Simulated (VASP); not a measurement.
# Mg3Ir: vacancies and antisites compared, part 7 of 7

Wanted: a map of the native defects of Mg3Ir, all in one supercell and at one level. The start is a cell from a database of measured crystal structures.

VASP 6.6.1, plane waves and PAW; the level of theory is named at each step.

So far, formation energy of the neutral defect (eV): step 7 (energies of this defect, 31 atoms, defect vacancy, element Mg) 1.87; step 9 (this defect's formation energies, 31 atoms, defect vacancy, element Ir) 1.60; step 11 (this defect's formation energies, 32 atoms, defect substitution, element Ir) 2.18.

## Step 13: Going on with the relaxation

Level of this step: PBEsol, spin-polarised, with small moments to start from; plane waves and PAW (Ir, Mg) (VASP).

The relaxation goes on from where it stopped.

The input, INCAR:

```
SYSTEM = Mg23Ir9
PREC = Normal
ENCUT = 300
EDIFF = 1E-05
NELM = 120
ISMEAR = 1
SIGMA = 0.2
LREAL = Auto
ALGO = Fast
GGA = PS
ISPIN = 2
MAGMOM = 0.6 0 0 0.6 0 0 0 0 0.6 0 0 0 0 0 0 0 0 0 0 0 0.6 0 0 0 0 0 0 0 0 0 0 0
LMAXMIX = 4
LORBIT = 11
LWAVE = .FALSE.
LCHARG = .TRUE.
KPAR = 4
NCORE = 2
IBRION = 2
NSW = 50
ISIF = 2
EDIFFG = -0.03
POTIM = 0.25
MAXMIX = 40
ISYM = 2
```

The input, POSCAR:

```
Mg23Ir9
1.0
   -6.8211505575      3.9381931106      8.1787353532
    6.8211505575     -3.9381931106      8.1787353532
    2.2737168525      3.9381931106     -8.1787353532
Ir Mg
9 23
Direct
    0.5349803261      0.6945994683      0.4795544384
    0.0554044186      0.2150225765      0.5204524735
    0.0416729078      0.7083290204      0.0000015550
    0.5354451181      0.2145576707      0.0000021413
    0.4582084574      0.2917919488      0.4999996223
    0.9582190517      0.7917796293      0.5000000087
    0.9555449426      0.2894992586      0.9998142946
    0.4604999219      0.7944542936      0.0001855478
    0.3745879735      0.3754001600      0.9999881948
    0.8737613694      0.8762411436      0.0000023328
    0.8753125309      0.3731982392      0.4985446501
    0.3768023402      0.8746893006      0.5014575836
    0.1491813003      0.1498811370      0.9999677389
    0.6001187977      0.6008195427      0.0000335743
    0.6248852965      0.1251133990      0.4999992256
    0.1248397867      0.6251642296      0.5000022325
    0.3989567277      0.5661873585      0.5453542497
    0.8535572346      0.0208085724      0.4545449834
    0.8718670096      0.5519140758      0.0000458911
    0.3848627666      0.0349178096      0.0000071198
    0.7770992080      0.6174950639      0.4726585548
    0.3044225625      0.1448649836      0.5273908015
    0.3055942256      0.6221788887      0.0000313685
    0.7889530644      0.1264084432      0.0000890999
    0.1838135816      0.3510446248      0.4546487878
    0.7291926228      0.8964437235      0.5454569948
    0.7150831375      0.3651383543      0.9999955994
    0.1980847198      0.8781318269      0.9999507096
    0.6051333587      0.4455748648      0.4726065637
    0.1325033026      0.9728996395      0.5273360399
    0.1278192607      0.4444039124      0.9999647379
    0.6235926780      0.9610468401      0.9999128842
```

The input, KPOINTS:

```
Automatic mesh
0
Gamma
5 5 5
0 0 0
```

PAW data sets: Ir and Mg (PBE family, release 64).

Started as:

```console
> mpirun -np 8 vasp_std
```

Log:

```text
[... set-up lines as in an earlier step ...]
 entering main loop
       N       E                     dE             d eps       ncg     rms          rms(c)
DAV:   1     0.434591580781E+03    0.43459E+03   -0.34026E+04 20412   0.840E+02
DAV:   2    -0.832263517369E+02   -0.51782E+03   -0.46534E+03 23079   0.261E+02
DAV:   3    -0.137834770336E+03   -0.54608E+02   -0.49992E+02 26128   0.665E+01
DAV:   4    -0.139972791378E+03   -0.21380E+01   -0.21169E+01 24816   0.153E+01
DAV:   5    -0.140040817945E+03   -0.68027E-01   -0.67942E-01 24888   0.243E+00    0.195E+01
RMM:   6    -0.139995542580E+03    0.45275E-01   -0.14348E+01 20459   0.145E+01    0.156E+01
RMM:   7    -0.136812591036E+03    0.31830E+01   -0.32324E+00 20412   0.989E+00    0.605E+00
RMM:   8    -0.136279216137E+03    0.53337E+00   -0.13583E+00 20417   0.371E+00    0.316E+00
RMM:   9    -0.136151134599E+03    0.12808E+00   -0.42072E-01 20436   0.274E+00    0.154E+00
RMM:  10    -0.136123278889E+03    0.27856E-01   -0.16501E-01 21344   0.162E+00    0.751E-01
RMM:  11    -0.136124609875E+03   -0.13310E-02   -0.59494E-02 22983   0.608E-01    0.266E-01
RMM:  12    -0.136124996513E+03   -0.38664E-03   -0.96601E-03 23775   0.325E-01    0.170E-01
RMM:  13    -0.136125018311E+03   -0.21797E-04   -0.22590E-03 22916   0.144E-01    0.741E-02
RMM:  14    -0.136125016875E+03    0.14359E-05   -0.54485E-04 22896   0.701E-02    0.403E-02
RMM:  15    -0.136125012930E+03    0.39444E-05   -0.13459E-04 20809   0.417E-02    0.187E-02
RMM:  16    -0.136125014375E+03   -0.14449E-05   -0.38411E-05 14750   0.178E-02
   1 F= -.13612501E+03 E0= -.13612761E+03  d E =-.136125E+03  mag=     0.0002
 curvature:   0.00 expect dE= 0.000E+00 dE for cont linesearch  0.000E+00
 trial: gam= 0.00000 g(F)=  0.464E-02 g(S)=  0.000E+00 ort = 0.000E+00 (trialstep = 0.100E+01)
 search vector abs. value=  0.464E-02
 bond charge predicted
       N       E                     dE             d eps       ncg     rms          rms(c)
DAV:   1    -0.136129159367E+03   -0.41464E-02   -0.93122E-02 22483   0.829E-01    0.353E-02
RMM:   2    -0.136129204751E+03   -0.45384E-04   -0.13153E-03 20412   0.141E-01    0.333E-02
RMM:   3    -0.136129224200E+03   -0.19449E-04   -0.28525E-04 22552   0.679E-02    0.158E-02
RMM:   4    -0.136129226100E+03   -0.19006E-05   -0.77444E-05 17913   0.330E-02
   2 F= -.13612923E+03 E0= -.13613176E+03  d E =-.421173E-02  mag=    -0.0000
[... from here on, the cycles between the ionic steps are left out ...]
   3 F= -.13613668E+03 E0= -.13613902E+03  d E =-.116630E-01  mag=    -0.0001
   4 F= -.13613749E+03 E0= -.13613975E+03  d E =-.124780E-01  mag=    -0.0000
   5 F= -.13613927E+03 E0= -.13614151E+03  d E =-.177957E-02  mag=    -0.0000
   6 F= -.13614194E+03 E0= -.13614415E+03  d E =-.444608E-02  mag=    -0.0000
   7 F= -.13614380E+03 E0= -.13614598E+03  d E =-.186025E-02  mag=     0.0000
   8 F= -.13614526E+03 E0= -.13614739E+03  d E =-.332204E-02  mag=     0.0000
   9 F= -.13614675E+03 E0= -.13614889E+03  d E =-.149206E-02  mag=    -0.0000
  10 F= -.13614751E+03 E0= -.13614965E+03  d E =-.225025E-02  mag=     0.0001
  11 F= -.13614866E+03 E0= -.13615076E+03  d E =-.115229E-02  mag=    -0.0000
  12 F= -.13615054E+03 E0= -.13615254E+03  d E =-.302499E-02  mag=     0.0000
 curvature: -16.00 expect dE=-0.721E-02 dE for cont linesearch -0.785E-04
 trial: gam= 1.13495 g(F)=  0.451E-03 g(S)=  0.000E+00 ort = 0.639E-04 (trialstep = 0.267E+01)
 search vector abs. value=  0.167E-02
 bond charge predicted
       N       E                     dE             d eps       ncg     rms          rms(c)
DAV:   1    -0.136151710792E+03   -0.11762E-02   -0.43969E-02 20585   0.608E-01    0.344E-02
RMM:   2    -0.136151769760E+03   -0.58968E-04   -0.67730E-04 20412   0.109E-01    0.419E-02
RMM:   3    -0.136151777312E+03   -0.75513E-05   -0.18182E-04 23442   0.493E-02    0.225E-02
RMM:   4    -0.136151767050E+03    0.10262E-04   -0.32856E-05 13721   0.209E-02    0.128E-02
RMM:   5    -0.136151766342E+03    0.70723E-06   -0.22733E-05 12377   0.165E-02
  13 F= -.13615177E+03 E0= -.13615376E+03  d E =-.123060E-02  mag=     0.0001
 ZBRENT: can't locate minimum, use default step
 trial-energy change:   -0.001231  1 .order   -0.001235   -0.001399   -0.001071
 step:  10.6980(harm= 11.3930)  dis= 0.03487  next Energy=  -136.153517 (dE=-0.298E-02)
 reached required accuracy - stopping structural energy minimisation
```

It took 41 min on 8 MPI ranks of AMD EPYC 7R43, shared host; peak memory 6.6 GiB.

Parts of OUTCAR (step 13):

```text
   k-points           NKPTS =     63   k-points in BZ     NKDIM =     63   number of bands    NBANDS=     81

   NELECT =     127.0000    total number of electrons

 E-fermi :   4.0053

 spin component 1
 k-point     1 :       0.0000    0.0000    0.0000
  band No.  band energies     occupation
    ...
     58       3.1186      1.00000
     59       3.4425      1.00025
     60       3.7174      1.03026
     61       3.9967      0.53619
     62       4.0037      0.50667
     63       4.2127     -0.02859
     64       4.2228     -0.03200
     65       4.3257     -0.02297
     66       4.6008     -0.00011
     67       4.6170     -0.00007
    ...

 k-point     2 :       0.2000    0.0000   -0.0000
  band No.  band energies     occupation
    ...
     59       3.4993      1.00101
     60       3.6183      1.00982
     61       3.7802      1.03372
     62       3.8569      0.97369
     63       3.9413      0.75605
     64       4.1509      0.03060
     65       4.3371     -0.02037
     66       4.4799     -0.00200
     67       4.6391     -0.00004
     68       4.6915     -0.00001
    ...

  Total       -5.2617689     -4.7829636     -2.3209104      0.4139711     -0.0001137      0.0000326
  in kB      -14.3890732    -13.0797102     -6.3468675      1.1320642     -0.0003108      0.0000892
  external PRESSURE =     -11.2718836 kB  Pullay stress =       0.0000000 kB

 POSITION                                       TOTAL-FORCE (eV/Angst)
 -----------------------------------------------------------------------------------
      2.16715      1.26273      6.13408         0.014084     -0.002841      0.000394
      2.26371      1.43002     -2.04471         0.009771     -0.011116     -0.000327
      4.55695     -2.63095      6.13404        -0.004749      0.002671      0.000012
      0.08806      5.20007     -2.04469        -0.022269      0.012941      0.000043
      0.01193      2.61857      2.04468         0.002216     -0.001266      0.000008
      0.01175      2.61868     10.22342         0.002731     -0.001567     -0.000045
     -4.54765      2.62566     10.18629         0.005943     -0.004520      0.009103
      4.54715      2.62556      2.08181         0.006876     -0.002920     -0.009133
      2.27547      3.93715     -2.04477         0.002080     -0.000733      0.000041
      0.02240     -0.01293     14.31280        -0.008284      0.004658     -0.000006
     -2.28968      3.95048      6.13398         0.010696     -0.013165     -0.000012
      4.52878      0.00769      6.13416         0.016893     -0.002745      0.000018
      0.01513     -0.00870      2.53571        -0.001748      0.000625      0.023377
      2.28881      3.92945      1.55372        -0.001419      0.001160     -0.023331
     -2.27848      3.94095      2.04468         0.004136     -0.002438     -0.000005
      4.54257      0.00281      2.04470         0.004277     -0.002455     -0.000016
      2.36832      1.53303      3.43879         0.001863      0.011987     -0.013165
     -4.69099      5.05882      3.43867        -0.009616     -0.007488     -0.012331
     -2.14217      1.23698     11.63881         0.004735     -0.003476     -0.002736
     -0.09940      5.30822     -4.73780        -0.011582      0.007512     -0.026103
     -0.02892      2.52553      7.53753         0.004382     -0.012326     -0.017926
      0.07206      2.70036     -0.64132         0.012325      0.003149     -0.017209
      4.46875      2.67082     -0.59516        -0.017130      0.009937      0.011511
     -4.50230      2.59940      7.47725        -0.005233      0.003302     -0.014802
[...]
-----------------------------------------------------------------------------------
    total drift:                               -0.000839      0.000636      0.000078

  FREE ENERGIE OF THE ION-ELECTRON SYSTEM (eV)
  ---------------------------------------------------
  free  energy   TOTEN  =      -136.1517663424 eV

  energy  without entropy=     -136.1577400122  energy(sigma->0) =     -136.15375757

 magnetization (x)
# of ion       s       p       d       tot
------------------------------------------
    1       -0.000   0.000  -0.000  -0.000
    2       -0.000   0.000  -0.000   0.000
    3        0.000   0.000   0.000   0.000
    4       -0.000   0.000  -0.000  -0.000
    5       -0.000   0.000  -0.000  -0.000
    6       -0.000   0.000  -0.000  -0.000
    7       -0.000  -0.000  -0.000  -0.000
    8       -0.000  -0.000  -0.000  -0.000
    9        0.000   0.000   0.000   0.000
   10        0.000   0.000   0.000   0.000
   11        0.000   0.000   0.000   0.000
   12        0.000   0.000   0.000   0.000
   13        0.000   0.000   0.000   0.000
   14        0.000   0.000   0.000   0.000
   15       -0.000  -0.000  -0.000  -0.000
   16       -0.000  -0.000  -0.000  -0.000
   17        0.000   0.000   0.000   0.000
   18       -0.000  -0.000  -0.000  -0.000
   19       -0.000  -0.000  -0.000  -0.000
   20        0.000   0.000   0.000   0.000
   21        0.000   0.000   0.000   0.000
   22        0.000   0.000   0.000   0.000
   23        0.000   0.000   0.000   0.000
[...]
--------------------------------------------------
tot         -0.000   0.000  -0.000  -0.000

[... 5 parts as in an earlier step ...]

[... 17 further parts left out ...]
```

Step by step:

| step | energy less that of the first step (eV) | largest force (eV/Å) |
| --- | --- | --- |
| 1 | 0.0000 | 0.1129 |
| 2 | -0.0042 | 0.0875 |
| 3 | -0.0117 | 0.0559 |
| 4 | -0.0125 | 0.0677 |
| 5 | -0.0143 | 0.0498 |
| 6 | -0.0169 | 0.0924 |
| 7 | -0.0188 | 0.0492 |
| 8 | -0.0202 | 0.0970 |
| 9 | -0.0217 | 0.0426 |
| 10 | -0.0225 | 0.0374 |
| 11 | -0.0236 | 0.0346 |
| 12 | -0.0255 | 0.0374 |
| 13 | -0.0268 | 0.0295 |

The atoms that moved most (Å):

| atom | dx | dy | dz | length |
| --- | --- | --- | --- | --- |
| Mg13 | 0.010 | -0.006 | 0.089 | 0.090 |
| Mg14 | 0.010 | -0.006 | -0.089 | 0.090 |
| Mg28 | 0.040 | -0.023 | 0.006 | 0.047 |
| Mg19 | 0.040 | -0.023 | -0.006 | 0.047 |
| Mg25 | -0.044 | -0.011 | -0.005 | 0.046 |
| Mg17 | -0.012 | 0.044 | 0.005 | 0.046 |
| Mg26 | -0.013 | 0.044 | -0.005 | 0.046 |
| Mg18 | -0.044 | -0.011 | 0.005 | 0.046 |

The relaxed structure:

```xyz
32
Lattice="-6.8212 3.9382 8.1787 6.8212 -3.9382 8.1787 2.2737 3.9382 -8.1787" Properties=species:S:1:pos:R:3 pbc="T T T"
Ir    2.1672    1.2627    6.1341
Ir    2.2637    1.4300   -2.0447
Ir    4.5569   -2.6309    6.1340
Ir   -2.1857    1.2619    6.1340
Ir    0.0119    2.6186    2.0447
Ir    0.0118    2.6187   10.2234
Ir   -2.2739    6.5639    2.0076
Ir    2.2734   -1.3126   10.2605
Ir    2.2755    3.9372   -2.0448
Mg    0.0224   -0.0129   14.3128
Mg   -2.2897    3.9505    6.1340
Mg    4.5288    0.0077    6.1342
Mg    2.2888    3.9295   -5.6430
Mg    0.0151   -0.0087    9.7325
Mg   -2.2785    3.9409    2.0447
Mg    4.5426    0.0028    2.0447
Mg    2.3683    1.5330    3.4388
Mg   -4.6910    5.0588    3.4387
Mg   -2.1422    1.2370   11.6388
Mg   -2.3731    1.3700    3.4409
Mg   -0.0289    2.5255    7.5375
Mg    0.0721    2.7004   -0.6413
Mg    2.1950   -1.2674    7.5836
Mg   -4.5023    2.5994    7.4772
Mg    2.1302    1.1207    0.6506
Mg    2.3683    1.5331    8.8294
Mg   -0.0993    5.3084    0.6484
Mg    6.9525    1.2367    0.6293
Mg   -0.0288    2.5257    4.7307
Mg    6.8932   -1.2377    4.7306
Mg    4.4688    2.6709   -3.4942
Mg    4.5926    2.5994    4.7909
```

This step gave:

```yaml
electronic_cycles: 78
electrons: 127
free_energy_toten: -136.1518 eV
energy_at_zero_smearing: -136.1538 eV
fermi_energy: 4.005 eV
```

The spin moment in the PAW sphere vanishes on all atoms.

Valence density in the ab plane at fractional z = 1.000, through the centre, with atoms of Ir and Mg within 0.45 Å of it. It is the smooth field of the valence electrons, not physical close to the nuclei.

Ten even steps from '_' (0.0 e/Å³) to '@' (2.5 e/Å³), each cell a mean:
```
________________________________________________________________
________________________________________________________________
________________________....::::....____________________________
________________________::==**++==::..__________________________
..::....______________..--**@@@@**--..________________________..
++**++--..____________..::++####++--..______________________..--
##@@%%++::______________..::----::..________________________..==
**%%##==::__________________......__________________________..==
--==--::..__________________________________________________....
......__________________________________________________________
________________________________________________________________
________________________________________________________________
____________________........____________________________________
__________________..--++**++::__________________________________
..________________::++%%@@##==..________________________........
--..______________::++##%%**--....____________________..::==++++
**::..____________..::--==--::::::::::..______________..--**@@@@
++::..________________......::--++**++--..____________..--**%%%%
--..________________________::++%%@@##==::______________..--====
..__________________________..==**##**--..________________......
____________________________..::----::....______________________
________________________________......__________________________
________________________________________________________________
________________________________________________________________
```
Columns run along a (11.4 Å), rows up along b (11.4 Å). Atoms in or near the plane, at fractional coordinates: Ir at (0.04, 0.71), Ir at (0.54, 0.21), Ir at (0.96, 0.29), Ir at (0.46, 0.79), Ir at (0.37, 0.38), Mg at (0.87, 0.88), Mg at (0.15, 0.16), Mg at (0.59, 0.60), Mg at (0.87, 0.55), Mg at (0.38, 0.04), Mg at (0.30, 0.62), Mg at (0.79, 0.13), Mg at (0.71, 0.37), Mg at (0.20, 0.88) and more.

The run ended after 13 ionic steps, 0.027 eV below its first step, once the forces on the free atoms met EDIFFG = -0.03.

The 3 first neighbours (Ir) lie 2.63 Å from the site in the perfect crystal and 2.51 Å on average from the atom on it after the relaxation (-4.3 %).

## Step 14: This defect's formation energies, 32 atoms, defect substitution, element Mg

This step: point defect, PBEsol; plane waves and PAW (VASP 6.6.1).

This step runs nothing: it gathers the runs above.

E_f is E(defect cell) less E(perfect cell), corrected for the atoms exchanged with their references.

References, in eV an atom: Ir -9.842 (crystal Fm-3m) and Mg -1.721 (crystal P6_3/mmc). They were run at the supercell's cutoff and functional, without U, and count both elements from their own phases.

The formation energy is 0.789 eV, and the largest move of an atom 0.49 Å.

## Step 15: All defects in both limits

This step: native point defects, PBEsol; plane waves and PAW (VASP 6.6.1).

Derived from the runs above.

Neutral cells; the limits come from the host's formation enthalpy alone. Formation energies:

| defect | charge | formation energy, Mg-rich (eV) | formation energy, Ir-rich (eV) | moment (μB) |
| --- | --- | --- | --- | --- |
| Mg vacancy | 0 | 1.868 | 1.502 | no spin |
| Ir vacancy | 0 | 0.505 | 1.604 | no spin |
| Mg on the Ir site | 0 | 1.081 | 2.546 | no spin |
| Ir on the Mg site | 0 | 1.888 | 0.423 | 1.37e-4 |

## Step 16: Summary of results

```yaml
host_formation_enthalpy: -0.275 eV/atom
```

In words: In the Mg-rich limit the cheapest defect is the Ir vacancy, at 0.51 eV. In the Ir-rich limit the cheapest defect is the Ir on the Mg site, at 0.42 eV. The supercell of 32 atoms is small. Potential shifts are not applied, only the charges listed were run, and a negative energy means that the Fermi level can't reach that place or the limit lies outside the host's range, or that the host's structure gives way. Each defect was run on one site, no other kinds were tried, and all belong to one structure, the phase of space group P6_3/mmc. The limits are set by the pure elements; where other compounds of the two lie between, the true range is narrower and the order of defects can differ.

[Lines on the potential files, build, host, timing and source positions are cut from VASP's logs without a mark.]

[Logs are printed without paths, hosts, clocks, repeated set-up lines and the standing remarks that a program may print on its own settings, such as how far it seeks lower states.]

[Hosts, paths, dates, database ids (printed as entryN), source tags and the programs' standing remarks are cut or masked in the printed files.]

[In band tables of VASP the shares of atoms and orbitals are scaled to a sum of 1 inside the atoms' spheres.]

[Runs that stopped without an error message from VASP are left out.]
